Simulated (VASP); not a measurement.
Given:

```
CELL_PARAMETERS angstrom
      0.00000     1.75292     1.75292
      1.75292     0.00000     1.75292
      1.75292     1.75292     0.00000
ATOMIC_POSITIONS crystal
  Cu 0.00000 0.00000 0.00000
```

The numbers are results of PBEsol GGA, VASP's PBE PAW potentials (set 64) (plane waves; VASP 6.6.1), not measurements. Settings: 500 eV cut-off, 18×18×18 Γ-centred mesh, first-order Methfessel-Paxton smearing of 0.10 eV, potentials Cu.

Energy and stress use the plane-wave basis of the starting cell.

Question: The ions, cell shape and volume at an external pressure of 20.0 GPa are relaxed. Which structure does the run end with?

Answer: 
```
CELL_PARAMETERS angstrom
      0.00000     1.72857     1.72857
      1.72857     0.00000     1.72857
      1.72857     1.72857     0.00000
ATOMIC_POSITIONS crystal
  Cu 0.00000 0.00000 0.00000
```
Space group Fm-3m (225), at a tolerance of 0.03 Å.

Question: How do energy and volume change from the first to the last step?

Answer: The energy (σ→0) changes by +40.6 meV/atom and the volume by -4.1 %, in 3 ionic steps.

The compound is Cu in the fcc structure. This run relaxes it under an external pressure of 20 GPa. Symmetry was kept, so distortions that lower it aren't found.
